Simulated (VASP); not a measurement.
Data:

```yaml
crystal:
  lattice:
    - [0.00000, 2.94407, 2.94407]
    - [2.94407, 0.00000, 2.94407]
    - [2.94407, 2.94407, 0.00000]
  atoms:
    - { symbol: Al, position: [0.25000, 0.25000, 0.25000] }
    - { symbol: Al, position: [0.75000, 0.75000, 0.75000] }
    - { symbol: Pt, position: [0.00000, 0.00000, 0.00000] }
```

Computed with PBE GGA, VASP's PBE PAW potentials (set 64) (plane waves; VASP 6.6.1). Run with 300 eV cut-off, 8×8×8 Γ-centred mesh, Fermi-Dirac smearing of 0.14 eV, potentials Al Pt.

Question: Give the energies of bands 1 to 11 at the high-symmetry points, in eV from the Fermi level.

Answer: 
| band | Γ | X | U | L | W |
|---|---|---|---|---|---|
| 1 | -10.32 | -6.35 | -6.53 | -7.98 | -6.08 |
| 2 | -5.13 | -6.16 | -5.98 | -6.17 | -6.08 |
| 3 | -5.13 | -5.88 | -5.64 | -4.80 | -5.46 |
| 4 | -5.13 | -3.84 | -4.37 | -4.80 | -5.17 |
| 5 | -3.75 | -3.84 | -4.02 | -3.76 | -3.83 |
| 6 | -3.75 | -3.46 | -3.70 | -3.53 | -3.31 |
| 7 | 3.03 | -3.25 | -3.09 | -3.53 | -2.82 |
| 8 | 3.82 | -1.64 | -2.03 | 1.00 | -2.82 |
| 9 | 3.82 | -1.64 | -0.63 | 1.00 | -0.91 |
| 10 | 3.82 | 3.21 | 3.34 | 3.78 | 5.24 |
| 11 | 5.46 | 3.39 | 5.44 | 5.19 | 5.24 |

It has no gap at this level: it comes out as a metal or semimetal.

The structure is a typed PtAl2 crystal. The cell was not relaxed at this level.
